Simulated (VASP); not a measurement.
Energy against volume of P (black). The numbers are results of PBE GGA with D3 dispersion (Becke-Johnson damping), VASP's PBE PAW potentials (set 64) (plane waves; VASP 6.6.1), not measurements. Numerical set-up: 520 eV cut-off, 10×10×7 Γ-centred mesh, first-order Methfessel-Paxton smearing of 0.10 eV, potentials P.

Shape and ions are relaxed at each volume.

| V (Å³/atom) | E (eV/atom) |
|---|---|
| 17.025 | -5.74011 |
| 17.552 | -5.74204 |
| 18.078 | -5.74126 |
| 18.605 | -5.73814 |

Fit these four points and predict the energy of the run at 16.498 Å³/atom.

A cubic in V^(−2/3), the third-order Birch-Murnaghan form, passes through the four points with V0 = 17.65 Å³/atom and B0 = 27 GPa, and gives -5.7350 eV/atom there. The run gave -5.7350 eV/atom, +0.0 meV/atom from the fit; all five points give B0 = 27 GPa.

The compound is P in the black structure. It was relaxed first, which changed the volume by -7 %.
